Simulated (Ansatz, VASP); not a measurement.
**Cross-check of Ga between VASP and Ansatz**

Wanted: the spread between two codes on one cell, functional and k mesh. Of the first pair: The structure shown is frame 200 of Ansatz's trajectory.

Main program and level: Ansatz 0.2.0; plane waves, with VASP 6.6.1 beside it; single point at PBE.

**1. The structure**

The cell holds 16 atoms: 16 Ga. Cell: a = 6.769 Å, b = 6.769 Å, c = 6.769 Å, α = 90.0°, β = 90.0°, γ = 90.0°. As first built, before any earlier steps moved the atoms (in the runner's words): 16 atoms (16 Ga) placed at random at 5.974 g/cm^3 and pushed apart to contact distance.

As a file:

```cif
data_structure
_symmetry_space_group_name_H-M 'P 1'
_symmetry_Int_Tables_number 1
_cell_length_a 6.7685
_cell_length_b 6.7685
_cell_length_c 6.7685
_cell_angle_alpha 90.000
_cell_angle_beta 90.000
_cell_angle_gamma 90.000
_cell_volume 310.08
loop_
_atom_site_label
_atom_site_type_symbol
_atom_site_fract_x
_atom_site_fract_y
_atom_site_fract_z
_atom_site_occupancy
Ga1 Ga 0.34559 0.31827 0.87293 1
Ga2 Ga 0.11506 0.61848 0.68049 1
Ga3 Ga 0.12044 0.08209 0.15577 1
Ga4 Ga 0.82956 0.32719 0.87470 1
Ga5 Ga 0.59696 0.56745 0.13331 1
Ga6 Ga 0.61479 0.08871 0.66391 1
Ga7 Ga 0.30530 0.33684 0.34148 1
Ga8 Ga 0.58692 0.06093 0.19505 1
Ga9 Ga 0.29589 0.81238 0.38645 1
Ga10 Ga 0.80143 0.30986 0.35681 1
Ga11 Ga 0.78101 0.82936 0.88878 1
Ga12 Ga 0.82896 0.75130 0.37753 1
Ga13 Ga 0.57698 0.63609 0.64596 1
Ga14 Ga 0.34894 0.82815 0.87055 1
Ga15 Ga 0.10671 0.11067 0.66353 1
Ga16 Ga 0.09902 0.62033 0.13428 1
```

**2. Ansatz: dynamics, PBE**

Ansatz runs on its default PAW (the set named soft_2) files.

One frame of this run of dynamics is then solved in both programs, so the motion causes no difference.

The input, input.yaml:

```yaml
crystal:
  lattice:
    - [6.7685, 0.0, 0.0]
    - [0.0, 6.7685, 0.0]
    - [0.0, 0.0, 6.7685]
  atoms:
    - { symbol: Ga, position: [0.27238, 0.26449, 0.82299] }
    - { symbol: Ga, position: [0.12742, 0.58147, 0.73096] }
    - { symbol: Ga, position: [0.07612, 0.12034, 0.15854] }
    - { symbol: Ga, position: [0.67536, 0.5476, 0.14022] }
    - { symbol: Ga, position: [0.47723, 0.58592, 0.43894] }
    - { symbol: Ga, position: [0.80418, 0.06038, 0.6721] }
    - { symbol: Ga, position: [0.4374, 0.22845, 0.35079] }
    - { symbol: Ga, position: [0.48114, 0.89044, 0.98349] }
    - { symbol: Ga, position: [0.23089, 0.87333, 0.37065] }
    - { symbol: Ga, position: [0.71433, 0.12852, 0.12095] }
    - { symbol: Ga, position: [0.13902, 0.94176, 0.73347] }
    - { symbol: Ga, position: [0.87503, 0.66813, 0.4151] }
    - { symbol: Ga, position: [0.4779, 0.56024, 0.83888] }
    - { symbol: Ga, position: [0.48728, 0.89568, 0.62308] }
    - { symbol: Ga, position: [0.79141, 0.45606, 0.6946] }
    - { symbol: Ga, position: [0.28648, 0.49527, 0.14679] }
kpoints:
  mp_grid: { grid: [1, 1, 1] }
hamiltonian:
  xc: pbe
scf:
  occupations: { method: fermi_dirac, width: 0.05 }
output:
  forces: true
  stress: true
md:
  timestep: 5.0
  n_steps: 600
  ensemble: nvt_nose_hoover
  temperature: 973
  initial_velocities: maxwell_boltzmann
  seed: 5
  temperature_schedule:
    - { n_steps: 75, end_temperature: 973 }
    - { n_steps: 75, end_temperature: 473 }
```

The run is started by

```console
ansatz run input.yaml --threads 8 --pin off --max-ram 15360MiB --backend cpu --events-out ev --progress --plain --runs-dir out
```

Numbers of over 12 decimals in the logs are rounded to 6 here.

What it wrote:

```text
Warning: md: disabling space-group detection — thermal motion breaks the input geometry's symmetry, so no spatial operation reduces the k-mesh or symmetrises the density; time reversal is kept, so that k and −k are solved as one point where they differ and the mesh holds both, and exact exchange and, on two spinor components, a DFT+U term hold to it where the run has them: on two components no moment then forms, and  [...]
Warning: output.stress: scf.convergence.dr2_threshold = 1.6e-8 eV (the default of an md: trajectory) is looser than the 1.6e-9 eV advised for a printed stress (1e-10 eV for each atom of the cell: 16). What an SCF threshold leaves in a stress goes as its square root, and in the free energy as the threshold itself, and one threshold admits the most on a small cell: [figures from the program's tests cut] Set scf.converg [...]
Engine: ansatz 0.2.0, aarch64-unknown-linux-gnu
Pseudopotentials: kind: paw
Pseudopotential: Ga, paw, valence charge 13, recommended cutoff 420 eV (normal), Ga.paw.azcp
Functional definition: PBE
  parameter kappa = 0.804
  parameter beta = 0.066725
  exchange = pbe_x(kappa = kappa, mu = beta*pi^2/3)
  correlation = pbe_c(beta = beta)
Crystal: 16 atoms, lattice volume = 310.083 Å³
Basis set: ecut = 420 eV, 6031 PW (Γ), exchange–correlation on 96×96×96 points (8 copies of the dense FFT grid, shifted against one another)
Bands: 125, of which v1, the nominal top of the filled ones, is band 104 counted from 1 (103 counted from 0)
Symmetry: 1 space group operations
k-points: 1
Non-local potential: Ga, projectors of the file, l = 0: 2, l = 1: 2, l = 2: 3, l = 3: 1
PAW form: soft (Blöchl's): semilocal exchange-correlation on the pseudo side does not see the compensation charge
PAW one-centre angular grid: Ga, 590 points (default); XC on 64 Gauss nodes
Initial density: superposition of atomic densities (neutral atoms: chi_scale 0, normalization atom), corrected by the library's trained network
Initial wavefunctions: pseudopotential atomic-orbital guess
Functional: x = pbe(κ = 0.804, μ = 0.219515), c = pbe(β = 0.066725)
SCF iter   1: F=—  HF=-60530.868859 eV  |F-HF|=—  |Δ(HF+E_count)|=         —  Δρ=1.34e-2  dr2=2.10e0  ethr=1.77e-3  ⟨swp⟩=6.0  Hψ=429  notcnv=0
preconditioner: auto → Resta (q_TF=auto, 2.553 Å⁻¹)  ε∞=4.4  [insulator: Δε(μ)=0.433 eV  Ē_g=16.428 eV  σ=0.050 eV  W_gap=0.97  n_scr=80 (ndim 8)  ℏωp=30.4 eV  f_vac=0.028  D(μ)=1.03/eV (n_scr^D=0)  ε∞_Penn≈4.4]
SCF iter   2: F=—  HF=-60530.429913 eV  |F-HF|=—  |Δ(HF+E_count)|=   4.39e-1  Δρ=7.34e-3  dr2=4.24e-1  ethr=1.01e-3  ⟨swp⟩=2.0  Hψ=151  notcnv=0  defer=12
preconditioner: auto → LDOS  [insulator: Δε(μ)=0.335 eV  Ē_g=16.453 eV  σ=0.050 eV  W_gap=0.93  n_scr=80 (ndim 8)  ℏωp=30.4 eV  f_vac=0.028  D(μ)=2.65/eV (n_scr^D=6)  ε∞_Penn≈4.4  β→1.0]
SCF iter   3: F=—  HF=-60530.363572 eV  |F-HF|=—  |Δ(HF+E_count)|=   6.63e-2  Δρ=4.53e-3  dr2=6.95e-2  ethr=2.04e-4  ⟨swp⟩=2.0  Hψ=226  notcnv=0  defer=12
SCF iter   4: F=—  HF=-60530.321060 eV  |F-HF|=—  |Δ(HF+E_count)|=   4.25e-2  Δρ=1.26e-3  dr2=7.15e-3  ethr=3.34e-5  ⟨swp⟩=2.0  Hψ=226  notcnv=0  defer=12
SCF iter   5: F=—  HF=-60530.319142 eV  |F-HF|=—  |Δ(HF+E_count)|=   1.92e-3  Δρ=3.40e-4  dr2=8.61e-4  ethr=3.44e-6  ⟨swp⟩=2.0  Hψ=217  notcnv=0  defer=12
SCF iter   6: F=—  HF=-60530.319141 eV  |F-HF|=—  |Δ(HF+E_count)|=   7.15e-7  Δρ=1.32e-4  dr2=7.86e-5  ethr=4.14e-7  ⟨swp⟩=3.0  Hψ=238  notcnv=0  defer=12
SCF iter   7: F=—  HF=-60530.319064 eV  |F-HF|=—  |Δ(HF+E_count)|=   7.73e-5  Δρ=5.89e-5  dr2=1.45e-5  ethr=3.78e-8  ⟨swp⟩=2.0  Hψ=212  notcnv=0  defer=12
SCF iter   8: F=—  HF=-60530.319059 eV  |F-HF|=—  |Δ(HF+E_count)|=   4.78e-6  Δρ=2.76e-5  dr2=3.04e-6  ethr=6.99e-9  ⟨swp⟩=2.0  Hψ=224  notcnv=0  defer=12
SCF iter   9: F=—  HF=-60530.319059 eV  |F-HF|=—  |Δ(HF+E_count)|=   1.21e-7  Δρ=9.73e-6  dr2=5.22e-7  ethr=1.46e-9  ⟨swp⟩=2.0  Hψ=217  notcnv=0  defer=12
SCF iter  10: F=—  HF=-60530.319059 eV  |F-HF|=—  |Δ(HF+E_count)|=   7.73e-9  Δρ=4.20e-6  dr2=8.50e-8  ethr=2.51e-10  ⟨swp⟩=2.0  Hψ=218  notcnv=0  defer=12
[...]
md step   540: t =  2700.00 fs  T =   407.8 K (target 473.0 K)  F+E_penalty+E_count = -60538.13423564 eV  E_kin = 0.790749 eV  conserved = -60528.46192924 eV  P_inst = -3.1155 GPa  (7 SCF iters)
md step   542: t =  2710.00 fs  T =   385.9 K (target 473.0 K)  F+E_penalty+E_count = -60538.08104816 eV  E_kin = 0.748312 eV  conserved = -60528.46138647 eV  P_inst = -3.0485 GPa  (4 SCF iters)
md step   544: t =  2720.00 fs  T =   353.3 K (target 473.0 K)  F+E_penalty+E_count = -60538.00501955 eV  E_kin = 0.685069 eV  conserved = -60528.46060887 eV  P_inst = -2.9628 GPa  (3 SCF iters)
md step   546: t =  2730.00 fs  T =   332.9 K (target 473.0 K)  F+E_penalty+E_count = -60537.95051118 eV  E_kin = 0.645403 eV  conserved = -60528.46012390 eV  P_inst = -2.8966 GPa  (3 SCF iters)
md step   548: t =  2740.00 fs  T =   339.1 K (target 473.0 K)  F+E_penalty+E_count = -60537.94496645 eV  E_kin = 0.657572 eV  conserved = -60528.46023230 eV  P_inst = -2.8802 GPa  (3 SCF iters)
md step   550: t =  2750.00 fs  T =   369.2 K (target 473.0 K)  F+E_penalty+E_count = -60537.98114105 eV  E_kin = 0.715929 eV  conserved = -60528.46071291 eV  P_inst = -2.9187 GPa  (6 SCF iters)
[...]
md step   562: t =  2810.00 fs  T =   467.1 K (target 473.0 K)  F+E_penalty+E_count = -60537.96976655 eV  E_kin = 0.905618 eV  conserved = -60528.45994923 eV  P_inst = -3.3506 GPa  (3 SCF iters)
md step   564: t =  2820.00 fs  T =   490.4 K (target 473.0 K)  F+E_penalty+E_count = -60537.98271306 eV  E_kin = 0.950877 eV  conserved = -60528.46009464 eV  P_inst = -3.3818 GPa  (4 SCF iters)
md step   566: t =  2830.00 fs  T =   522.5 K (target 473.0 K)  F+E_penalty+E_count = -60538.01467639 eV  E_kin = 1.013059 eV  conserved = -60528.46056439 eV  P_inst = -3.3822 GPa  (3 SCF iters)
md step   568: t =  2840.00 fs  T =   546.4 K (target 473.0 K)  F+E_penalty+E_count = -60538.03439540 eV  E_kin = 1.059324 eV  conserved = -60528.46114729 eV  P_inst = -3.3269 GPa  (3 SCF iters)
md step   570: t =  2850.00 fs  T =   542.2 K (target 473.0 K)  F+E_penalty+E_count = -60538.00510347 eV  E_kin = 1.051244 eV  conserved = -60528.46144772 eV  P_inst = -3.1969 GPa  (7 SCF iters)
md step   572: t =  2860.00 fs  T =   501.6 K (target 473.0 K)  F+E_penalty+E_count = -60537.91063341 eV  E_kin = 0.972612 eV  conserved = -60528.46096895 eV  P_inst = -2.9976 GPa  (4 SCF iters)
md step   574: t =  2870.00 fs  T =   442.1 K (target 473.0 K)  F+E_penalty+E_count = -60537.78317175 eV  E_kin = 0.857251 eV  conserved = -60528.45979641 eV  P_inst = -2.7729 GPa  (3 SCF iters)
md step   576: t =  2880.00 fs  T =   400.1 K (target 473.0 K)  F+E_penalty+E_count = -60537.69186616 eV  E_kin = 0.775684 eV  conserved = -60528.45919807 eV  P_inst = -2.5894 GPa  (4 SCF iters)
md step   578: t =  2890.00 fs  T =   393.8 K (target 473.0 K)  F+E_penalty+E_count = -60537.67117453 eV  E_kin = 0.763581 eV  conserved = -60528.45988648 eV  P_inst = -2.4836 GPa  (3 SCF iters)
md step   580: t =  2900.00 fs  T =   404.7 K (target 473.0 K)  F+E_penalty+E_count = -60537.68292278 eV  E_kin = 0.784613 eV  conserved = -60528.46069388 eV  P_inst = -2.4353 GPa  (7 SCF iters)
md step   582: t =  2910.00 fs  T =   406.3 K (target 473.0 K)  F+E_penalty+E_count = -60537.67553240 eV  E_kin = 0.787771 eV  conserved = -60528.46072321 eV  P_inst = -2.4079 GPa  (4 SCF iters)
md step   584: t =  2920.00 fs  T =   392.7 K (target 473.0 K)  F+E_penalty+E_count = -60537.63804910 eV  E_kin = 0.761366 eV  conserved = -60528.46027449 eV  P_inst = -2.3844 GPa  (4 SCF iters)
md step   586: t =  2930.00 fs  T =   374.1 K (target 473.0 K)  F+E_penalty+E_count = -60537.59078729 eV  E_kin = 0.725297 eV  conserved = -60528.45984076 eV  P_inst = -2.3622 GPa  (3 SCF iters)
md step   588: t =  2940.00 fs  T =   363.1 K (target 473.0 K)  F+E_penalty+E_count = -60537.55790113 eV  E_kin = 0.704008 eV  conserved = -60528.45960103 eV  P_inst = -2.3377 GPa  (3 SCF iters)
md step   590: t =  2950.00 fs  T =   367.6 K (target 473.0 K)  F+E_penalty+E_count = -60537.55404740 eV  E_kin = 0.712717 eV  conserved = -60528.45955811 eV  P_inst = -2.3030 GPa  (7 SCF iters)
md step   592: t =  2960.00 fs  T =   389.2 K (target 473.0 K)  F+E_penalty+E_count = -60537.58185563 eV  E_kin = 0.754526 eV  conserved = -60528.45968143 eV  P_inst = -2.2510 GPa  (3 SCF iters)
md step   594: t =  2970.00 fs  T =   423.4 K (target 473.0 K)  F+E_penalty+E_count = -60537.63264966 eV  E_kin = 0.820879 eV  conserved = -60528.45991759 eV  P_inst = -2.1788 GPa  (4 SCF iters)
md step   596: t =  2980.00 fs  T =   461.3 K (target 473.0 K)  F+E_penalty+E_count = -60537.68962463 eV  E_kin = 0.894490 eV  conserved = -60528.46018059 eV  P_inst = -2.0878 GPa  (3 SCF iters)
md step   598: t =  2990.00 fs  T =   492.7 K (target 473.0 K)  F+E_penalty+E_count = -60537.73388080 eV  E_kin = 0.955349 eV  conserved = -60528.46038962 eV  P_inst = -1.9843 GPa  (3 SCF iters)
[...]
md step   600: t =  3000.00 fs  T =   509.4 K (target 473.0 K)  F+E_penalty+E_count = -60537.75099619 eV  E_kin = 0.987728 eV  conserved = -60528.46047998 eV  P_inst = -1.8795 GPa  (7 SCF iters)
SCF converged after 7 iterations
Free energy (F): -60537.750996 eV
Harris-Foulkes:  -60537.750996 eV  (|F-HF|=1.00e-8)
Internal energy: -60537.750985 eV  (E = F + TS)
E sigma→0 (E₀):  -60537.750990 eV
Entropy (-TS):   -0.000011 eV (-0.001 meV/atom)
Fermi energy:    9.135507 eV
--- Per-component energies (eV) ---
  E_band       = -674.190521
  E_kinetic    = 1826.847345
  E_local      = -29528.811766  (includes V_loc(G=0)·N_el)
  E_nonlocal   = 6749.744405
  E_hartree    = 13845.422031
  E_xc         = -1112.468004
  E_vxc        = -933.231136  (∫ρ·V_xc dr)
  E_paw        = -31762.549702  (= ΣΔE_a)
  E_vpaw       = -6479.580982  (= ΣTr[D̂ρ^β])
  E_aug_tail   = -0.001887  (compensation charges beyond the density's cutoff)
  E_ewald      = -20555.933407
  E_smearing   = -0.000011  (= −TS)
  E_closure    = -0.000000  (closes the sum)
  Σ components = -60537.750996   (vs F -60537.750996, Δ=0.00e0)
--- Forces (eV/Å), atoms counted from 1 ---
  atom   1  Ga     0.32290682    -0.09124859     0.38165547
  atom   2  Ga    -0.49847616     0.05738770    -0.11149941
  atom   3  Ga    -0.09617555     0.04189880    -0.52294988
  atom   4  Ga    -0.03540107     1.01881488     0.60086598
  atom   5  Ga     1.10217557    -0.55366564     0.04418493
  atom   6  Ga    -0.05866801    -0.56214857    -0.23486591
  atom   7  Ga    -0.41581475     0.38280698     0.16335849
  atom   8  Ga     0.51022324     0.08234005     0.04976236
  atom   9  Ga    -0.05601293     0.81127144    -0.12354562
  atom  10  Ga    -0.88253956    -0.40878543    -0.09305814
  atom  11  Ga    -0.03406476    -0.38266985     0.30702820
  atom  12  Ga    -0.41559095     0.03469473     0.22153800
  atom  13  Ga     0.13236570    -0.13931521    -0.19225486
  atom  14  Ga    -0.20337200     0.14455040     0.12226819
  atom  15  Ga     0.57459279    -0.48964863    -0.39167880
  atom  16  Ga     0.05385101     0.05371640    -0.22080952
  max |Σ_I F_I| component: 6.09e-7 eV/Å
--- Stress (GPa, compression-positive) ---
       -1.662207       1.811068       3.222921
        1.811068      -2.732148       3.182577
        3.222921       3.182577      -2.332942
  P = ⅓ Tr σ = -2.2424 GPa (-22.424 kbar)
--- MD trajectory: 600 steps, t = 0.0 → 3000.0 fs ---
  final state: T = 509.4 K   F+E_penalty+E_count = -60537.75099619 eV   E_kin = 0.987728 eV
  conserved energy: peak-to-peak 3.382e-2 eV (2.114e-3 eV/atom) over 3000.0 fs
```

Reading the cycles: dr2 is the Hartree energy of the density residual (eV), the measure of convergence; HF is the Harris–Foulkes estimate of the energy, which meets the free energy F at convergence.

(Part 1 of 3 ends here.)

[Lines on the potential files, build, host, timing and source positions are cut from VASP's logs without a mark.]

[Logs are printed without paths, hosts, clocks, repeated set-up lines and the standing remarks that a program may print on its own settings, such as how far it seeks lower states.]

[Hosts, paths, dates, database ids (printed as entryN), source tags and the programs' standing remarks are cut or masked in the printed files.]
